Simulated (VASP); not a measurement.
Shape and ions are relaxed at each volume.

```cif
data_B2Hf
_chemical_formula_sum 'Hf1 B2'
_space_group_name_H-M_alt 'P 1'
_space_group_IT_number 1
_cell_length_a 3.10439
_cell_length_b 3.10439
_cell_length_c 3.42883
_cell_angle_alpha 90.000
_cell_angle_beta 90.000
_cell_angle_gamma 120.000
loop_
_space_group_symop_operation_xyz
  'x, y, z'
loop_
_atom_site_label
_atom_site_type_symbol
_atom_site_fract_x
_atom_site_fract_y
_atom_site_fract_z
_atom_site_occupancy
Hf1 Hf 0.00000 0.00000 0.00000 1
B1 B 0.33333 0.66667 0.50000 1
B2 B 0.66667 0.33333 0.50000 1
```

All values below come from LDA (Ceperley-Alder, Perdew-Zunger), VASP's LDA PAW potentials (set 64) (plane waves; VASP). Numerical set-up: 520 eV cut-off, 11×11×9 Γ-centred mesh, first-order Methfessel-Paxton smearing of 0.10 eV, potentials Hf_pv B.

Problem. Give the energy at these volumes per atom, relative to the lowest: 8.96, 9.25, 9.54, 9.82, 10.11 Å³.

Solution. 33.3, 8.0, 0.0, 6.9, 26.7 meV/atom. A third-order Birch-Murnaghan fit gives B0 = 277 GPa and B0′ = 3.9.

The compound is HfB2 in the AlB2 type structure. It was relaxed first.
